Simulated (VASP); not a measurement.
Consider the following.

```xyz
2
Lattice="0.0000 3.3311 3.3311 3.3311 0.0000 3.3311 3.3311 3.3311 0.0000" Properties=species:S:1:pos:R:3 pbc="T T T"
Rb     0.0000     0.0000     0.0000
Cl     3.3311     3.3311     3.3311
```

Method: AM05 GGA, VASP's PBE PAW potentials (set 64) (plane waves; VASP 6.6.1). Settings: 520 eV cut-off, Gaussian smearing of 0.050 eV, potentials Rb_sv Cl.

Task: Give the energies of bands 6 to 11 at the high-symmetry points, in eV from the valence-band maximum.

Result: 
```tsv
band	Γ	X	U	L	W
6	0.00	-0.32	-0.38	-0.81	-0.41
7	0.00	-0.10	-0.28	-0.31	-0.24
8	0.00	-0.10	-0.21	-0.31	-0.24
9	4.95	6.29	6.99	7.70	7.68
10	7.99	7.91	8.67	7.91	7.68
11	7.99	9.61	8.87	10.03	9.17
```

The gap is direct, 4.95 eV, from the valence maximum at Γ to the conduction minimum at Γ.

Measured: gap 8.50 eV (computed value off by -3.55 eV), as given by Aguado et al., (1998), arXiv:cond-mat/9809176.

The compound is RbCl in the rock salt structure. It was relaxed first.
